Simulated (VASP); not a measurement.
# TbO (Pm-3m) in VASP: notebook, part 2 of 2

VASP 6.6.1.

## 5. Single point, r2SCAN, collinear spin, random start

Contents of INCAR:

```
PREC = Accurate ; ENCUT = 520
EDIFF = 1E-7 ; ISMEAR = 0
SIGMA = 0.05 ; LREAL = F
LASPH = T ; NELM = 100
ALGO = Normal ; ISIF = 2
LWAVE = F ; LCHARG = T
ISPIN = 2 ; MAGMOM = 4.97 0
LORBIT = 11 ; LMAXMIX = 6
METAGGA = R2SCAN ; LMIXTAU = T
LELF = T ; LVHAR = T
```

Contents of KPOINTS:

```
regular mesh
0
Gamma
  7 7 7
```

Contents of POSCAR:

```
TbO
1.0
    2.7838380500      0.0000000000      0.0000000000
    0.0000000000      2.7838380500      0.0000000000
    0.0000000000      0.0000000000      2.7838380500
Tb O
1 1
Direct
    0.0000000000      0.0000000000      0.0000000000
    0.5000000000      0.5000000000      0.5000000000
```

Potentials or basis: VASP PAW PBE potentials, release 64 (Tb, O).

Run with:

```bash
$ cat potpaw_PBE.64/Tb/POTCAR potpaw_PBE.64/O/POTCAR > POTCAR
$ mpirun -np 1 vasp_std > vasp.out
```

OUTCAR:

```text
PREC = Accurate
   ENCUT = 520
   EDIFF = 1E-7
   ISMEAR = 0
   LREAL = F
   LASPH = T
   NELM = 100
   ISIF = 2
   ISPIN = 2
   LORBIT = 11
   METAGGA = R2SCAN

 ion  position               nearest neighbor table
   1  0.000  0.000  0.000-   2 2.41   2 2.41   2 2.41   2 2.41   2 2.41   2 2.41   2 2.41   2 2.41

   2  0.500  0.500  0.500-   1 2.41   1 2.41   1 2.41   1 2.41   1 2.41   1 2.41   1 2.41   1 2.41

  LATTYP: Found a simple cubic cell.
 ALAT       =     2.7838380500

  Lattice vectors:

 A1 = (   2.7838380500,   0.0000000000,   0.0000000000)
 A2 = (   0.0000000000,   2.7838380500,   0.0000000000)
 A3 = (   0.0000000000,   0.0000000000,   2.7838380500)

Analysis of symmetry for initial positions (statically):
=====================================================================
 Subroutine PRICEL returns:
 Original cell was already a primitive cell.

 Routine SETGRP: Setting up the symmetry group for a
 simple cubic supercell.

 Subroutine GETGRP returns: Found 48 space group operations
 (whereof 48 operations were pure point group operations)
 out of a pool of 48 trial point group operations.

The static configuration has the point symmetry O_h .

Analysis of symmetry for dynamics (positions and initial velocities):
=====================================================================
 Subroutine PRICEL returns:
 Original cell was already a primitive cell.

 Routine SETGRP: Setting up the symmetry group for a
 simple cubic supercell.

 Subroutine GETGRP returns: Found 48 space group operations
 (whereof 48 operations were pure point group operations)
 out of a pool of 48 trial point group operations.

The dynamic configuration has the point symmetry O_h .

Analysis of structural, dynamic, and magnetic symmetry:
=====================================================================
 Subroutine PRICEL returns:
 Original cell was already a primitive cell.

[... 149 lines left out ...]

  energy without entropy =      -49.01598208  energy(sigma->0) =      -49.02015021

 E-fermi :   8.4130     XC(G=0): -14.6090

 val. band max:        8.4093587588   @ k =   0.4286   0.2857   0.1429
 cond. band min:       8.4230218923   @ k =   0.2857   0.2857   0.2857
 fundamental gap:      0.0136631335
 Fermi energy:         8.4129503616

 spin component 1

 k-point     1 :       0.0000    0.0000    0.0000
  band No.  band energies     occupation
      1     -40.7297      1.00000
      2     -15.2574      1.00000
      3     -15.2573      1.00000
      4     -15.2573      1.00000
      5     -14.1021      1.00000
      6       2.4033      1.00000
[... 396 lines left out ...]
      4     -17.1518      1.00000
      5     -12.9534      1.00000
      6      -0.9126      1.00000
[... 10 lines left out ...]
     17      14.3939      0.00000
     18      14.3939      0.00000
 Fermi energy:         8.4129503616

 spin component 2

 k-point     1 :       0.0000    0.0000    0.0000
  band No.  band energies     occupation
      1     -37.6090      1.00000
      2     -13.9292      1.00000
      3     -12.9596      1.00000
      4     -12.9596      1.00000
      5     -12.9596      1.00000
      6       3.5802      1.00000
[... 397 lines left out ...]
      5     -12.8863      1.00000
      6      -0.6730      1.00000
[... 10 lines left out ...]
     17      15.2681      0.00000
     18      15.2681      0.00000

------------------------ aborting loop because EDIFF is reached ----------------------------------------

  FORCE on cell =-STRESS in cart. coord.  units (eV):
  Direction    XX          YY          ZZ          XY          YZ          ZX
  --------------------------------------------------------------------------------------
  -------------------------------------------------------------------------------------
  Total        5.7207425      5.7207425      5.7207425     -0.0000000     -0.0000000      0.0000000
  in kB      424.8455553    424.8455553    424.8455553     -0.0000000     -0.0000000      0.0000000
  external PRESSURE =     424.8455553 kB  Pullay stress =       0.0000000 kB

 VOLUME and BASIS-vectors are now :
 -----------------------------------------------------------------------------
  energy-cutoff  :      520.00
  volume of cell :       21.57
      direct lattice vectors                 reciprocal lattice vectors
     2.783838050  0.000000000  0.000000000     0.359216299  0.000000000  0.000000000
     0.000000000  2.783838050  0.000000000     0.000000000  0.359216299  0.000000000
     0.000000000  0.000000000  2.783838050     0.000000000  0.000000000  0.359216299

 POSITION                                       TOTAL-FORCE (eV/Angst)
 -----------------------------------------------------------------------------------
      0.00000      0.00000      0.00000         0.000000      0.000000      0.000000
      1.39192      1.39192      1.39192         0.000000      0.000000      0.000000
 -----------------------------------------------------------------------------------
    total drift:                                0.000000      0.000000     -0.000000

  FREE ENERGIE OF THE ION-ELECTRON SYSTEM (eV)
  ---------------------------------------------------
  free  energy   TOTEN  =       -49.0243183334 eV

  energy  without entropy=      -49.0159820800  energy(sigma->0) =      -49.02015021

 total charge

# of ion       s       p       d       f       tot
--------------------------------------------------
    1        2.039   5.662   0.934   8.057  16.692
    2        1.564   3.551   0.000   0.000   5.115
--------------------------------------------------
tot          3.602   9.214   0.934   8.057  21.807

 magnetization (x)

# of ion       s       p       d       f       tot
--------------------------------------------------
    1       -0.004  -0.078   0.197   5.819   5.933
    2       -0.001   0.011   0.000   0.000   0.010
--------------------------------------------------
tot         -0.006  -0.067   0.197   5.819   5.943
```

OSZICAR:

```text
N       E                     dE             d eps       ncg     rms          rms(c)
DAV:   1     0.106006572287E+03    0.10601E+03   -0.10278E+04  1808   0.721E+03
DAV:   2    -0.371989147225E+02   -0.14321E+03   -0.13229E+03  1824   0.465E+02
DAV:   3    -0.551168765795E+02   -0.17918E+02   -0.16974E+02  2250   0.162E+02
[... 25 lines left out ...]
DAV:  29    -0.490243166833E+02   -0.28664E-05   -0.17508E-05  2682   0.109E-01    0.342E-01
DAV:  30    -0.490243171755E+02   -0.49214E-06   -0.16210E-06  2470   0.134E-02    0.301E-01
DAV:  31    -0.490243175499E+02   -0.37440E-06   -0.30673E-07  1484   0.181E-02    0.193E-01
DAV:  32    -0.490243180750E+02   -0.52520E-06   -0.22306E-06  2308   0.331E-02    0.824E-02
DAV:  33    -0.490243183565E+02   -0.28150E-06   -0.36459E-07  1358   0.190E-02    0.280E-02
DAV:  34    -0.490243183334E+02    0.23123E-07   -0.13209E-07   914   0.127E-02
   1 F= -.49024318E+02 E0= -.49020150E+02  d E =-.833625E-02  mag=     6.1971
```

stdout:

```text
POSCAR found type information on POSCAR TbO
 POSCAR found :  2 types and       2 ions
 scaLAPACK will be used
 -----------------------------------------------------------------------------
|                                                                             |
|                                                                             |
|     You enforced a specific xc type in the INCAR file but a different       |
|     I HOPE YOU KNOW WHAT YOU ARE DOING!                                     |
|                                                                             |
 -----------------------------------------------------------------------------

 LDA part: xc-table for (None), standard interpolation
 POSCAR, INCAR and KPOINTS ok, starting setup
 FFT: planning ... GRIDC
 FFT: planning ... GRID_SOFT
 FFT: planning ... GRID
 WAVECAR not read
 entering main loop
```

Run time: 60 s. Hardware: 1 thread of Intel Xeon 6975P-C (Granite Rapids), shared host; peak memory 0.18 GiB.

What came out:

| Quantity | Value |
| --- | --- |
| Free energy | -49.0243 eV |
| Pressure | 42.5 GPa |
| Band gap on the k mesh | none (metal or under the smearing width) |
| Net moment | 6.20 μB per cell |
| Site moments | Tb +5.93; O +0.01 μB |
| Valence electrons inside the program's atomic spheres | Tb 16.69; O 5.12 |

Caveat: the magnetic or orbital state may not be the lowest; a pressure of tens of GPa on the cell as given is suspect, and the run, the potentials or the cell itself is likely at fault; the PAW data sets were made with another functional, which shifts forces and pressure a little; spin-orbit coupling is left out, which moves the levels of the heavy elements; without U or exact exchange the open f shell lies at the Fermi level, which spoils levels, moments and volumes. The state reached can hang on the start; a lower one may exist.

## 6. Single point, r2SCAN, collinear spin, ferromagnetic start

Contents of INCAR:

```
PREC = Accurate
ENCUT = 520
EDIFF = 1E-6
ISMEAR = 0
SIGMA = 0.05
LREAL = False
LASPH = True
NELM = 120
ALGO = Normal
ISIF = 2
LWAVE = False
LCHARG = False
ISPIN = 2
MAGMOM = 6 0
LORBIT = 11
NUPDOWN = 1
LMAXMIX = 6
METAGGA = R2SCAN
LMIXTAU = True
```

KPOINTS is that of step 5.

POSCAR is that of step 5.

Potentials or basis: VASP PAW PBE potentials, release 64 (Tb, O).

Run with:

```bash
$ cat potpaw_PBE.64/Tb/POTCAR potpaw_PBE.64/O/POTCAR > POTCAR
$ mpirun -np 1 vasp_std > vasp.out
```

OUTCAR:

```text
PREC = Accurate
   ENCUT = 520
   EDIFF = 1E-6
   ISMEAR = 0
   LREAL = False
   LASPH = True
   NELM = 120
   ISIF = 2
   ISPIN = 2
   LORBIT = 11
   NUPDOWN = 1
   METAGGA = R2SCAN

 ion  position               nearest neighbor table
   1  0.000  0.000  0.000-   2 2.41   2 2.41   2 2.41   2 2.41   2 2.41   2 2.41   2 2.41   2 2.41

   2  0.500  0.500  0.500-   1 2.41   1 2.41   1 2.41   1 2.41   1 2.41   1 2.41   1 2.41   1 2.41

  LATTYP: Found a simple cubic cell.
 ALAT       =     2.7838380500

  Lattice vectors:

[... 1092 lines left out ...]

 VOLUME and BASIS-vectors are now :
 -----------------------------------------------------------------------------
  energy-cutoff  :      520.00
  volume of cell :       21.57
      direct lattice vectors                 reciprocal lattice vectors
     2.783838050  0.000000000  0.000000000     0.359216299  0.000000000  0.000000000
     0.000000000  2.783838050  0.000000000     0.000000000  0.359216299  0.000000000
     0.000000000  0.000000000  2.783838050     0.000000000  0.000000000  0.359216299

 POSITION                                       TOTAL-FORCE (eV/Angst)
 -----------------------------------------------------------------------------------
      0.00000      0.00000      0.00000         0.000000      0.000000      0.000000
      1.39192      1.39192      1.39192         0.000000      0.000000      0.000000
 -----------------------------------------------------------------------------------
    total drift:                                0.000000      0.000000     -0.000000

  FREE ENERGIE OF THE ION-ELECTRON SYSTEM (eV)
  ---------------------------------------------------
  free  energy   TOTEN  =       -46.1385821728 eV

  energy  without entropy=      -46.1320771618  energy(sigma->0) =      -46.13532967

 total charge

# of ion       s       p       d       f       tot
--------------------------------------------------
    1        2.026   5.660   0.675   8.416  16.777
    2        1.566   3.559   0.000   0.000   5.124
--------------------------------------------------
tot          3.592   9.218   0.675   8.416  21.901

 magnetization (x)

# of ion       s       p       d       f       tot
--------------------------------------------------
    1        0.000   0.001   0.174   0.716   0.891
    2       -0.002  -0.017   0.000   0.000  -0.019
--------------------------------------------------
tot         -0.002  -0.017   0.174   0.716   0.871
```

stdout:

```text
POSCAR found type information on POSCAR TbO
 POSCAR found :  2 types and       2 ions
 scaLAPACK will be used
 -----------------------------------------------------------------------------
|                                                                             |
|                                                                             |
|     You enforced a specific xc type in the INCAR file but a different       |
|     I HOPE YOU KNOW WHAT YOU ARE DOING!                                     |
|                                                                             |
 -----------------------------------------------------------------------------

 LDA part: xc-table for (None), standard interpolation
 POSCAR, INCAR and KPOINTS ok, starting setup
 FFT: planning ... GRIDC
 FFT: planning ... GRID_SOFT
 FFT: planning ... GRID
 WAVECAR not read
 entering main loop
```

Run time: 76 s. Hardware: 1 thread of Intel Xeon 6975P-C (Granite Rapids), shared host; peak memory 0.18 GiB.

Results:

| Property | Result |
| --- | --- |
| Free energy | -46.1386 eV |
| Pressure | 44.4 GPa |
| Net moment | 1.00 μB per cell |
| Site moments | Tb +0.89; O -0.02 μB |
| Valence electrons inside the program's atomic spheres | Tb 16.78; O 5.12 |

Caveat: the magnetic or orbital state may not be the lowest; the moment is held away from its start; a pressure of tens of GPa on the cell as given is suspect, and the run, the potentials or the cell itself is likely at fault; the PAW data sets were made with another functional, which shifts forces and pressure a little; spin-orbit coupling is left out, which moves the levels of the heavy elements; the total moment is fixed, so each spin has its own Fermi level; without U or exact exchange the open f shell lies at the Fermi level, which spoils levels, moments and volumes. The state reached can hang on the start; a lower one may exist.

## 7. Overview

```tsv
spin	fixed moment (μB)	k mesh	supercell matrix	gap on the mesh (eV)	pressure (GPa)	moment (μB)
collinear, ferromagnetic start	-	7 × 7 × 7	-	none	42.4	6.20
collinear, antiferromagnetic start	-	7 × 7 × 4	[1, 0, 0, 0, 1, 0, 0, 0, 2]	none	44.6	0.00
collinear, zero start	-	7 × 7 × 7	-	none	42.2	1.64
collinear, random start	-	7 × 7 × 7	-	none	42.5	6.20
collinear, ferromagnetic start	1	7 × 7 × 7	-	-	44.4	1.00
```

Alike in all rows: task single point; level r2SCAN; potentials or basis VASP PAW PBE potentials, release 64 (Tb, O); cell as given; cutoff (eV) 520; smearing gaussian 0.05 eV.

Every run on the cell as given and a fine mesh finds a metal.

Caveats: the magnetic or orbital state may not be the lowest; a pressure of tens of GPa on the cell as given is suspect, and the run, the potentials or the cell itself is likely at fault; the PAW data sets were made with another functional, which shifts forces and pressure a little; spin-orbit coupling is left out, which moves the levels of the heavy elements; without U or exact exchange the open f shell lies at the Fermi level, which spoils levels, moments and volumes; the moment is held away from its start (some runs); the total moment is fixed, so each spin has its own Fermi level (some runs).

Absolute energies hang on the potentials; compare differences alone.
